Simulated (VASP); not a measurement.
An input for Ansatz (written as the equivalent of a VASP run, and not itself run):

Ansatz 0.2 input:
```yaml
crystal:
  lattice:
    - [-2.7867223, 2.7867223, 5.5217946]
    - [2.7867223, -2.7867223, 5.5217946]
    - [2.7867223, 2.7867223, -5.5217946]
  atoms:
    - { symbol: Ga, position: [0.5000000, 0.5000000, 0.0000000] }
    - { symbol: Ga, position: [0.2500000, 0.7500000, 0.5000000] }
    - { symbol: Cu, position: [0.0000000, 0.0000000, 0.0000000] }
    - { symbol: Cu, position: [0.7500000, 0.2500000, 0.5000000] }
    - { symbol: Se, position: [0.8750000, 0.8827300, 0.5077300] }
    - { symbol: Se, position: [0.1172700, 0.6250000, 0.9922700] }
    - { symbol: Se, position: [0.3750000, 0.3672700, 0.4922700] }
    - { symbol: Se, position: [0.6327300, 0.1250000, 0.0077300] }
kpoints:
  mp_grid: { grid: [6, 6, 6] }
hamiltonian:
  xc: pbesol
  pseudopotentials: { kind: paw }
scf:
  occupations: { method: tetrahedron }
  max_iter: 100
output: { forces: true, stress: true, eigenvalues: true }
```

**Question.** Translate this input to VASP (INCAR, KPOINTS, POSCAR, choice of POTCAR).

**Answer.** This is not unique; one that fits is 
**KPOINTS**
```
Automatic mesh
0
Gamma
6 6 6
0 0 0
```

INCAR:
```
SYSTEM = CuGaSe2
PREC = Accurate
ENCUT = 400
EDIFF = 1E-7
NELM = 100
ALGO = Normal
LREAL = .FALSE.
LASPH = .TRUE.
ISMEAR = -5
GGA = PS
LMAXMIX = 4
LWAVE = .FALSE.
LCHARG = .TRUE.
LORBIT = 11
NEDOS = 601
ISIF = 2
LEFG = .TRUE.
```

File POSCAR:
```
CuGaSe2
1
   -2.7867222876     2.7867222876     5.5217946228
    2.7867222876    -2.7867222876     5.5217946228
    2.7867222876     2.7867222876    -5.5217946228
Ga Cu Se
2 2 4
Direct
  0.5000000000   0.5000000000   0.0000000000
  0.2500000000   0.7500000000   0.5000000000
  0.0000000000   0.0000000000   0.0000000000
  0.7500000000   0.2500000000   0.5000000000
  0.8750000000   0.8827299610   0.5077299610
  0.1172700390   0.6250000000   0.9922700390
  0.3750000000   0.3672700390   0.4922700390
  0.6327299610   0.1250000000   0.0077299610
```

POTCAR, in this order: Ga_d Cu Se (PBE.64 set). Program: vasp_std.

Limits of the translation: each code has its own PAW files, so the cut-off isn't converted (ENCUT is set for VASP's; basis.ecutwfc is left out, and Ansatz then takes the one that its files recommend); Ansatz stops its SCF on the density residual and VASP on the energy change (EDIFF); the field gradients of LEFG aren't asked of the other code.

The compound is CuGaSe2 in the chalcopyrite structure. It was relaxed first.
